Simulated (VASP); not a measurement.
Calculation: r2SCAN meta-GGA, VASP's PBE PAW potentials (set 64) (plane waves; VASP). For the first row: Run with 400 eV cut-off, 8×8×5 Γ-centred mesh, tetrahedra with Blöchl corrections, potentials Ta_pv Ge_d.

```
system                      energy (eV/atom)
--------------------------  ----------------
TaGe2 (space group P6_222)          -25.6371
Ta (bcc)                            -48.5805
Ge (diamond)                        -13.8670
```

The references are the elements' solids at the same level; no temperature or zero-point terms are added.

Task: What is the formation energy per atom of TaGe$_{2}$?

Result: The references average (3×(-48.5805) + 6×(-13.8670))/9 = -25.4382 eV, so the formation energy is -25.6371 − (-25.4382) = -0.199 eV/atom.
